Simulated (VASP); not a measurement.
```
CELL_PARAMETERS angstrom
      3.01619     0.00000     0.00000
     -3.01619     3.01619     0.00000
      0.00000     0.00000    18.39000
ATOMIC_POSITIONS crystal
  Co 0.00000 0.00000 0.44209
  Co 0.00000 0.50000 0.32626
  Co 0.00000 0.00000 0.67374
  Co 0.00000 0.50000 0.55791
  O  0.00000 0.00000 0.32626
  O  0.00000 0.50000 0.44209
  O  0.00000 0.00000 0.55791
  O  0.00000 0.50000 0.67374
```
Starting moments (μB, in the order of the record's atoms Co Co Co Co O O O O): 3.0 3.0 3.0 3.0 0.0 0.0 0.0 0.0.

The numbers are results of PBE GGA + U (Dudarev), VASP's PBE PAW potentials (set 64) (plane waves; VASP), not measurements. Settings: 400 eV cut-off, 9×9×1 Γ-centred mesh, Gaussian smearing of 0.27 eV, potentials Co O, U − J: Co 3.32 eV.

At this cut-off the stress carries a Pulay error, which pulls relaxed volumes low. The cell holds a wide vacuum, so values per volume refer to the whole cell. The moments were started parallel, and other spin orders were not tried in this run.

Q: Give the force on each atom (eV/Å).

A: 
| atom | Fx | Fy | Fz |
|---|---|---|---|
| Co1 | 0.000 | 0.000 | -0.290 |
| Co2 | 0.000 | 0.000 | 0.334 |
| Co3 | 0.000 | 0.000 | -0.334 |
| Co4 | 0.000 | 0.000 | 0.290 |
| O5 | 0.000 | 0.000 | -0.624 |
| O6 | 0.000 | 0.000 | -0.205 |
| O7 | 0.000 | 0.000 | 0.205 |
| O8 | 0.000 | 0.000 | 0.624 |

Q: Give the stress tensor in GPa (positive for a compressed cell).

A: 
```
-7.07   0.00   0.00
 0.00  -7.07   0.00
 0.00   0.00   0.04
```
The pressure is its mean diagonal, -4.70 GPa.

The cell is a sheet with vacuum, built from a generated structure. A gapless solution with U can be a metastable orbital state.
